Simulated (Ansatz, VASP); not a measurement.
# Cross-check of SnSe2 between VASP and Ansatz, part 2 of 2

One calculation is typed for both programs; each brings its own data sets and cutoff. How far apart do they land?

VASP 6.6.1 and Ansatz 0.2.0.

So far: The structure; VASP: band structure, HSE06, spin-orbit coupling.

## (3) Ansatz: band structure, HSE06, spin-orbit coupling

Level of this step: Ansatz beside VASP: Kohn-Sham DFT, plane waves, HSE06, spin-orbit coupling (Ansatz).

Ansatz runs on its fully relativistic PAW (standard-fr) files.

The same cell, functional, mesh and smearing now go to Ansatz, which takes its cutoff from its data sets.

input.yaml

```yaml
crystal:
  lattice:
    - [3.811, 0.0, 0.0]
    - [-1.9055, 3.3004228138, 0.0]
    - [0.0, 0.0, 6.136]
  atoms:
    - { symbol: Sn, position: [0.0, 0.0, 0.0] }
    - { symbol: Se, position: [0.3333333333, 0.6666666667, 0.249] }
    - { symbol: Se, position: [0.6666666667, 0.3333333333, 0.751] }
hamiltonian:
  xc: { exchange: pbe, correlation: pbe, exx: { coeff: 0.25, omega: 0.2 } }
  pseudopotentials: { kind: paw_fr }
magnetization:
  noncollinear: true
  spin_orbit: true
kpoints:
  mp_grid: { grid: [4, 4, 3] }
  band_path:
    path:
      - [0.0, 0.0, 0.0]
      - [0.1, 0.0, 0.0]
      - [0.4, 0.0, 0.0]
      - [0.4, 0.2, 0.0]
      - [0.2, 0.2, 0.0]
      - [0.0, 0.0, 0.1]
      - [0.0, 0.0, 0.5]
      - [0.4, 0.0, 0.5]
      - [0.4, 0.2, 0.5]
      - [0.2, 0.2, 0.5]
      - [0.5, 0.0, 0.4]
      - [0.5, 0.0, 0.3]
      - [0.33333, 0.33333, 0.0]
      - [0.33333, 0.33333, 0.5]
    npoints: 1
scf:
  occupations: { method: gaussian, width: 0.02 }
  n_extra_bands: 14
output:
  forces: true
  stress: true
  eigenvalues: true
```

On the command line:

```
ansatz run input.yaml --threads 4 --pin off --max-ram 9216MiB --backend cpu --events-out ev --progress --plain --runs-dir out
```

Numbers of over 12 decimals in the logs are rounded to 6 here.

The program printed:

```text
Warning: output.stress: scf.convergence.dr2_threshold = 1e-7 eV (the SCF's general default) is looser than the 3e-10 eV advised for a printed stress (1e-10 eV for each atom of the cell: 3). What an SCF threshold leaves in a stress goes as its square root, and in the free energy as the threshold itself, and one threshold admits the most on a small cell: [figures from the program's tests cut] Set scf.convergence.dr2_threshold to 3e-10 eV or tighter. The threshold is an SCF's pass mark: one that does not reach it within its budget of iterations ends unconverged, or closes short of it on a stop that the run arms, and scf.convergence.dr2_threshold's page says what that costs each kind of run
Warning: output.stress: scf.exx.energy_threshold = 1e-6 eV is looser than the 3e-8 eV advised for a stress under a hybrid functional (1e-8 eV for each atom of the cell: 3). Every SCF of the exchange loop can meet its threshold on dr2 while the loop round them stops early: no threshold on dr2 bounds what that leaves in the stress. Set scf.exx.energy_threshold to 3e-8 eV or tighter. The threshold is the loop's pass mark: a loop that does not reach it within its budget of cycles ends unconverged, and scf.exx.energy_threshold's page has the law
scf.n_extra_bands = 14 over 46 filled bands (N_el = 46.0): the run solves 60 bands
Engine: ansatz 0.2.0, aarch64-unknown-linux-gnu
Pseudopotentials: kind: paw_fr
Pseudopotential: Sn, paw_fr, valence charge 14, recommended cutoff 420 eV (normal), Sn.paw.azcp#standard-fr
Pseudopotential: Se, paw_fr, valence charge 16, recommended cutoff 420 eV (normal), Se.paw.azcp#standard-fr
Functional definition: unnamed
  parameter a_1 = 0.25
  parameter omega_1 = 0.2/angstrom
  exchange = pbe_x + (-a_1)*pbe_x_sr(omega_1) + a_1*exact_x_sr(omega_1)
  correlation = pbe_c
non-collinear run that drives no moment, with spin-orbit: no starting moment large enough to seed its density (crystal.atoms[].spin), no starting occupations that ask for one, no magnetisation constraint and no magnetic field, so the semilocal B_xc is pinned to zero
Crystal: 3 atoms, lattice volume = 77.178 Å³
Basis set: ecut = 420 eV, 1485 PW (Γ), exchange–correlation on 54×54×90 points (8 copies of the dense FFT grid, shifted against one another)
Bands: 60, of which v1, the nominal top of the filled ones, is band 46 counted from 1 (45 counted from 0)
Symmetry: 12 space group operations + 12 with time reversal
Magnetic group: BNS 164.86 (UNI 1316), of the structure as read, at distance tolerance 4.3e-5 Å
k-points: 9 of 48
Projection manifold: j_resolved (fully-relativistic pseudo-atomic orbitals)
Non-local potential: Sn, projectors of the file, l = 0: 2, l = 1: 4, l = 2: 4, l = 3: 4
Non-local potential: Se, projectors of the file, l = 0: 2, l = 1: 4, l = 2: 6, l = 3: 2
PAW form: soft (Blöchl's): semilocal exchange-correlation on the pseudo side does not see the compensation charge
PAW frozen core: Sn, regenerated for the run's functional, and the local potential with it (the file was generated under x = pbe(κ = 0.804, μ = 0.219515), c = pbe(β = 0.066725))
PAW frozen core: Se, regenerated for the run's functional, and the local potential with it (the file was generated under x = pbe(κ = 0.804, μ = 0.219515), c = pbe(β = 0.066725))
PAW one-centre angular grid: Sn, 590 points (default); XC on 96 Gauss nodes
PAW one-centre angular grid: Se, 590 points (default); XC on 193 of its mesh's 2701 points in the sphere
Initial density: superposition of atomic densities (chi_scale 0.1, normalization cell, long waves kept (reshape's long-wave potential 0.09 eV rms))
Initial wavefunctions: pseudopotential atomic-orbital guess
Functional: x = pbe(κ = 0.804, μ = 0.219515), c = pbe(β = 0.066725), warm-up for x = pbe(κ = 0.804, μ = 0.219515) + 0.25 (exact − pbe) at short range (hse, ω = 0.2 Å⁻¹), c = pbe(β = 0.066725)
SCF iter   1: F=—  HF=-16965.984756 eV  |F-HF|=—  |Δ(HF+E_count)|=         —  Δρ=3.53e-2  dr2=1.49e0  dr2_m=0.00e0 (ungated)  ethr=1.00e-1  |M|=0.00e0 ∫|m|=0.00e0 μB  |m|>n=0.0e0 m-floor=0.0e0 τ_xc=0.0e0  β_m=0.30  ⟨swp⟩=6.6  Hψ=1905  notcnv=0
preconditioner: auto → none  [insulator: Δε(μ)=0.598 eV  Ē_g=11.278 eV  σ=0.020 eV  W_gap=1.00  n_scr=22 (ndim 8)  ℏωp=16.9 eV  f_vac=0.045  D(μ)=0.00/eV (n_scr^D=0)]
SCF iter   2: F=—  HF=-16965.675383 eV  |F-HF|=—  |Δ(HF+E_count)|=   3.09e-1  Δρ=2.13e-2  dr2=1.96e-1  dr2_m=0.00e0 (ungated)  ethr=3.24e-3  |M|=0.00e0 ∫|m|=0.00e0 μB  |m|>n=0.0e0 m-floor=0.0e0 τ_xc=0.0e0  β_m=0.34  ⟨swp⟩=5.1  Hψ=1408  notcnv=0  defer=1
SCF iter   3: F=—  HF=-16965.652040 eV  |F-HF|=—  |Δ(HF+E_count)|=   2.33e-2  Δρ=1.32e-2  dr2=7.49e-2  dr2_m=0.00e0 (ungated)  ethr=4.27e-4  |M|=0.00e0 ∫|m|=0.00e0 μB  |m|>n=0.0e0 m-floor=0.0e0 τ_xc=0.0e0  β_m=0.58  ⟨swp⟩=3.1  Hψ=1104  notcnv=0  defer=2
iter 4 solved again at ethr=5.07e-7 eV; its pass at ethr=1.63e-4 eV (dr2=2.33e-4 eV) is discarded
SCF iter   4: F=—  HF=-16965.639096 eV  |F-HF|=—  |Δ(HF+E_count)|=   1.29e-2  Δρ=7.34e-4  dr2=2.37e-4  dr2_m=0.00e0 (ungated)  ethr=5.07e-7  |M|=0.00e0 ∫|m|=0.00e0 μB  |m|>n=0.0e0 m-floor=0.0e0 τ_xc=0.0e0  β_m=0.55  ⟨swp⟩=5.9  Hψ=3220  notcnv=0  defer=5
[...]
preconditioner: auto → none  [insulator: Δε(μ)=1.454 eV  Ē_g=12.721 eV  σ=0.020 eV  W_gap=1.00  n_scr=22 (ndim 8)  ℏωp=16.9 eV  f_vac=0.087  D(μ)=0.00/eV (n_scr^D=0)]
SCF iter   2: F=—  HF=-16966.746904 eV  |F-HF|=—  |Δ(HF+E_count)|=   1.73e-6  Δρ=3.09e-5  dr2=4.80e-7  dr2_m=0.00e0 (ungated)  ethr=1.30e-9  |M|=0.00e0 ∫|m|=0.00e0 μB  |m|>n=0.0e0 m-floor=0.0e0 τ_xc=0.0e0  β_m=0.55  ⟨swp⟩=4.1  Hψ=1928  notcnv=0
SCF iter   3: F=—  HF=-16966.746904 eV  |F-HF|=—  |Δ(HF+E_count)|=   1.06e-7  Δρ=6.99e-6  dr2=1.12e-7  dr2_m=0.00e0 (ungated)  ethr=8.53e-10  |M|=0.00e0 ∫|m|=0.00e0 μB  |m|>n=0.0e0 m-floor=0.0e0 τ_xc=0.0e0  β_m=0.56  ⟨swp⟩=3.0  Hψ=1270  notcnv=0
SCF iter   4: F=—  HF=-16966.746905 eV  |F-HF|=—  |Δ(HF+E_count)|=   6.86e-7  Δρ=7.19e-6  dr2=5.08e-8  dr2_m=0.00e0 (ungated)  ethr=5.54e-11  |M|=0.00e0 ∫|m|=0.00e0 μB  |m|>n=0.0e0 m-floor=0.0e0 τ_xc=0.0e0  β_m=0.56  ⟨swp⟩=4.6  Hψ=1814  notcnv=0  defer=4
SCF iter   5: F=—  HF=-16966.746905 eV  |F-HF|=—  |Δ(HF+E_count)|=   1.90e-8  Δρ=1.56e-6  dr2=3.99e-9  dr2_m=0.00e0 (ungated)  ethr=5.54e-11  |M|=0.00e0 ∫|m|=0.00e0 μB  |m|>n=0.0e0 m-floor=0.0e0 τ_xc=0.0e0  β_m=0.78  ⟨swp⟩=3.0  Hψ=1052  notcnv=0
SCF iter   6: F=—  HF=-16966.746905 eV  |F-HF|=—  |Δ(HF+E_count)|=   7.83e-9  Δρ=1.18e-6  dr2=2.66e-9  dr2_m=0.00e0 (ungated)  ethr=4.31e-12  |M|=0.00e0 ∫|m|=0.00e0 μB  |m|>n=0.0e0 m-floor=0.0e0 τ_xc=0.0e0  β_m=0.78  ⟨swp⟩=4.7  Hψ=1490  notcnv=0  defer=8
SCF iter   7: F=-16966.746905 eV  HF=-16966.746905 eV  |F-HF|=2.18e-11  |Δ(HF+E_count)|=  7.35e-10  Δρ=1.60e-7  dr2=4.94e-11  dr2_m=0.00e0 (ungated)  ethr=4.31e-12  |M|=0.00e0 ∫|m|=0.00e0 μB  |m|>n=0.0e0 m-floor=0.0e0 τ_xc=0.0e0  ⟨swp⟩=3.2  Hψ=1030  notcnv=0  defer=4
SCF 3 converged in 7 iterations: F = -16966.746905 eV  dr2 = 4.94e-11
  Residual-converged pass: ⟨swp⟩=3.0  Hψ=1016  notcnv=0  max |occ|·‖R‖ = 4.2e-7 eV (tolerance 5.4e-7 eV)  dr2=4.91e-11  dr2_m=0.00e0 (ungated)  dr2_onsite=8.71e-12  max |Δocc| = 0.0e0
  greatest PAW one-centre occupation: 0.999 electrons in one spin orbital (limit 2), on the Se atom at site 2 (counted from 0), in its partial waves of l = 2
hybrid outer 2: dexx = +8.358e-7 eV, tail = 3.60e-8 eV, Δε = 3.97e-3 eV (about 1.48e-4 eV left of the loop's levels), ΔF = 1.27e-2 eV/Å (tail 2.22e-3)
Projection manifold: j_resolved (fully-relativistic pseudo-atomic orbitals)
Exchange kernel: α = 0.2500, screened, ω = 0.2000 Å⁻¹, Wigner–Seitz truncation, v(0) = 1107.6276 eV·Å³, q-mesh 4×4×3, nearest image of the exchange supercell L = 15.24 Å, pair-density grid 18×18×27, without the augmentation charges, whose exchange is taken in its separable form by FFT convolution over the k-point mesh (sized by the pseudopotential files, 24×24×45 at the most), smooth part of the exact exchange by density-matrix convolution
Frozen-core exchange: fock
SCF iter   1: F=—  HF=-16966.746905 eV  |F-HF|=—  |Δ(HF+E_count)|=         —  Δρ=9.86e-7  dr2=3.94e-10  dr2_m=0.00e0 (ungated)  ethr=3.91e-10  |M|=0.00e0 ∫|m|=0.00e0 μB  |m|>n=0.0e0 m-floor=0.0e0 τ_xc=0.0e0  β_m=0.30  ⟨swp⟩=8.3  Hψ=1367  notcnv=0
SCF iter   2: F=-16966.746905 eV  HF=-16966.746905 eV  |F-HF|=9.09e-11  |Δ(HF+E_count)|=  4.26e-10  Δρ=4.18e-7  dr2=9.09e-11  dr2_m=0.00e0 (ungated)  ethr=1.91e-12 (applied; sched 1.00e-12)  |M|=0.00e0 ∫|m|=0.00e0 μB  |m|>n=0.0e0 m-floor=0.0e0 τ_xc=0.0e0  ⟨swp⟩=4.0  Hψ=1682  notcnv=0
SCF 4 converged in 2 iterations: F = -16966.746905 eV  dr2 = 9.09e-11
  Residual-converged pass: ⟨swp⟩=2.0  Hψ=689  notcnv=0  max |occ|·‖R‖ = 6.6e-7 eV (tolerance 7.3e-7 eV)  dr2=9.10e-11  dr2_m=0.00e0 (ungated)  dr2_onsite=1.95e-10  max |Δocc| = 0.0e0
hybrid outer 3: dexx = +3.988e-10 eV, tail = 5.82e-10 eV, Δε = 3.40e-5 eV (about 8.24e-6 eV left of the loop's levels), ΔF = 1.34e-4 eV/Å (tail 1.52e-4)
NSCF: frozen V_eff on 14 k-points
hybrid SCF converged: 3 outer / 15 inner (+5 warm-up), last move |dexx| = 3.99e-10 eV, tail = 5.82e-10 eV
Magnetization: |M| = 0.0000 μB,  M = (+0.0000, +0.0000, +0.0000) μB
Absolute magnetization: 0.0000 μB (∫|m|)
  site 0: m = (+0.0000, +0.0000, +0.0000) μB, |m| = 0.0000 μB  (R = 1.10 Å)
  site 1: m = (+0.0000, +0.0000, +0.0000) μB, |m| = 0.0000 μB  (R = 1.10 Å)
  site 2: m = (+0.0000, +0.0000, +0.0000) μB, |m| = 0.0000 μB  (R = 1.10 Å)
Free energy (F): -16966.746905 eV
Frozen-core exchange: fock
Harris-Foulkes:  -16966.746905 eV  (|F-HF|=9.09e-11)
Internal energy: -16966.746905 eV  (E = F + TS)
E sigma→0 (E₀):  -16966.746905 eV
Fermi energy:    8.346452 eV
--- Per-component energies (eV) ---
  E_band       = -983.236955
  E_kinetic    = 424.815885
  E_local      = -6098.843810  (includes V_loc(G=0)·N_el)
  E_nonlocal   = -1223.780000
  E_hartree    = 3129.344265
  E_xc         = -466.833852
  E_vxc        = -233.397297  (∫ρ·V_xc dr)
  E_exx        = -173.885774  (= α·E_x^exact, valence–valence)
  E_paw        = -7915.493563  (= ΣΔE_a)
  E_vpaw       = 237.052369  (= ΣTr[D̂ρ^β])
  E_aug_tail   = -0.001228  (compensation charges beyond the density's cutoff)
  E_ewald      = -4640.194622
  E_core_change = -1.874205  (= ΣΔE_core)
  E_smearing   = -0.000000  (= −TS)
  E_closure    = 0.000000  (closes the sum)
  Σ components = -16966.746905   (vs F -16966.746905, Δ=3.64e-12)
--- Forces (eV/Å), atoms counted from 1 ---
  atom   1  Sn     0.00000000     0.00000000     0.00000000
  atom   2  Se     0.00000000     0.00000000     0.26935204
  atom   3  Se    -0.00000000    -0.00000000    -0.26935204
  max |Σ_I F_I| component: 2.31e-18 eV/Å
--- Stress (GPa, compression-positive) ---
        2.946811       0.000000      -0.000000
       -0.000000       2.946811      -0.000000
       -0.000000       0.000000       3.472470
  P = ⅓ Tr σ = 3.1220 GPa (31.220 kbar)
--- Band table (eV; the first three rows and the last of 9) ---
  k-point 0: bands = [... 42 lower, 7.3380, 7.3380, 7.6195, 7.6195, 9.5093, 9.5093, 11.3475, 11.3475, ... 10 higher]
  k-point 1: bands = [... 42 lower, 7.1496, 7.1496, 7.4661, 7.4661, 10.6318, 10.6318, 11.3516, 11.3516, ... 10 higher]
  k-point 2: bands = [... 42 lower, 7.2537, 7.2537, 7.5468, 7.5468, 10.3914, 10.3914, 12.4501, 12.4501, ... 10 higher]
  k-point 8: bands = [... 42 lower, 6.3110, 6.3110, 7.2319, 7.2319, 10.6252, 10.6252, 13.1193, 13.1193, ... 10 higher]
```

Elapsed: 4.1 min, on 4 threads of Arm Neoverse V2, shared host; peak memory 1.9 GiB.

## (4) Differences

Known differences besides the potentials themselves: spin-orbit coupling enters by fully relativistic files in Ansatz and inside the spheres in VASP; exact exchange at q = 0 is treated differently, which shows on coarse meshes; VASP keeps PBE cores, Ansatz makes them for the functional; the data sets hold 46 valence electrons in Ansatz (fully relativistic PAW (standard-fr) files) and 26 in VASP; the cutoff is 420 eV in Ansatz and 400 eV in VASP; VASP takes a coarser grid for exact exchange (PRECFOCK = Fast). Total energies have different zeros and are not compared.

The two programs side by side:

```
                     quantity  Ansatz   VASP  difference
gap over the path points (eV)   1.423  1.430      -0.007
```

Forces (eV/Å; atoms numbered as in POSCAR):

```
atom        Ansatz x, y, z          VASP x, y, z
 Sn1   0.000, 0.000, 0.000   0.000, 0.000, 0.000
 Se2   0.000, 0.000, 0.269   0.000, 0.000, 0.256
 Se3  0.000, 0.000, -0.269  0.000, 0.000, -0.256
```

Levels at points of the path, from each program's valence-band top (eV; 8 filled, then empty):

```
k (reciprocal lattice)                                                                         Ansatz                                                                           VASP
     0.000 0.000 0.000  -0.64 -0.64 -0.63 -0.63 -0.32 -0.32 -0.03 -0.03 1.86 1.86 3.69 3.69 5.32 5.32  -0.64 -0.64 -0.63 -0.63 -0.32 -0.32 -0.03 -0.03 1.85 1.85 3.71 3.71 5.34 5.34
     0.100 0.000 0.000    -1.36 -1.36 -0.92 -0.92 -0.28 -0.28 0.00 0.00 2.64 2.64 4.27 4.27 5.22 5.22    -1.35 -1.35 -0.92 -0.92 -0.28 -0.28 0.00 0.00 2.63 2.63 4.29 4.29 5.24 5.24
     0.400 0.000 0.000  -3.37 -3.37 -2.83 -2.83 -1.04 -1.04 -0.32 -0.32 1.92 1.92 4.70 4.70 6.38 6.38  -3.36 -3.36 -2.82 -2.82 -1.03 -1.03 -0.32 -0.32 1.93 1.93 4.71 4.71 6.40 6.40
     0.400 0.200 0.000  -3.85 -3.85 -3.24 -3.24 -1.67 -1.67 -1.37 -1.37 2.24 2.24 6.45 6.45 6.73 6.73  -3.84 -3.84 -3.23 -3.23 -1.66 -1.66 -1.37 -1.37 2.24 2.24 6.46 6.46 6.73 6.73
     0.200 0.200 0.000  -3.98 -3.98 -2.07 -2.07 -1.73 -1.73 -0.46 -0.46 2.75 2.75 6.18 6.18 6.65 6.65  -3.97 -3.97 -2.06 -2.06 -1.73 -1.73 -0.46 -0.46 2.76 2.76 6.19 6.19 6.66 6.66
     0.000 0.000 0.100  -0.65 -0.65 -0.61 -0.61 -0.30 -0.30 -0.29 -0.29 2.07 2.07 3.70 3.70 5.29 5.29  -0.66 -0.66 -0.61 -0.61 -0.30 -0.30 -0.29 -0.29 2.06 2.06 3.71 3.71 5.31 5.31
     0.000 0.000 0.500  -1.09 -1.09 -0.74 -0.74 -0.47 -0.47 -0.15 -0.15 3.25 3.25 3.67 3.67 5.04 5.04  -1.08 -1.08 -0.74 -0.74 -0.47 -0.47 -0.16 -0.16 3.24 3.24 3.69 3.69 5.06 5.06
     0.400 0.000 0.500  -2.75 -2.75 -2.19 -2.19 -1.16 -1.16 -0.70 -0.70 1.67 1.67 5.14 5.14 5.97 5.97  -2.74 -2.74 -2.18 -2.18 -1.16 -1.16 -0.70 -0.70 1.67 1.67 5.15 5.15 5.99 5.99
     0.400 0.200 0.500  -4.22 -4.22 -3.34 -3.34 -0.69 -0.69 -0.46 -0.46 2.81 2.81 5.58 5.58 6.00 6.00  -4.21 -4.21 -3.33 -3.33 -0.69 -0.69 -0.46 -0.46 2.81 2.81 5.59 5.59 6.01 6.01
     0.200 0.200 0.500  -3.52 -3.52 -2.55 -2.55 -0.99 -0.99 -0.80 -0.80 3.00 3.00 5.49 5.49 6.79 6.79  -3.51 -3.51 -2.54 -2.54 -0.99 -0.99 -0.80 -0.80 3.00 3.00 5.51 5.51 6.80 6.80
```

The forces differ by 6.1 meV/Å r.m.s., which is 5.0 % of the r.m.s. force of 0.12 eV/Å (both taken over all components). Among the levels compared at these points, filled levels agree within 16 meV and empty ones within 23 meV.

## (5) What came out

| Quantity | Value |
| --- | --- |
| difference in gap over the path points (band structure, HSE06, spin-orbit coupling) | -0.0066 eV |
| r.m.s. force difference (band structure, HSE06, spin-orbit coupling) | 6.1 meV/Å |

What this shows: The r.m.s. force difference is 6.1 meV/Å (band structure, HSE06, spin-orbit coupling), within the 12 meV/Å picked in this series as the mark of a large difference. How closely two codes agree says nothing of how well the functional describes the real material.

[Lines on the potential files, build, host, timing and source positions are cut from VASP's logs without a mark.]

[Logs are printed without paths, hosts, clocks, repeated set-up lines and the standing remarks that a program may print on its own settings, such as how far it seeks lower states.]

[Hosts, paths, dates, database ids (printed as entryN), source tags and the programs' standing remarks are cut or masked in the printed files.]
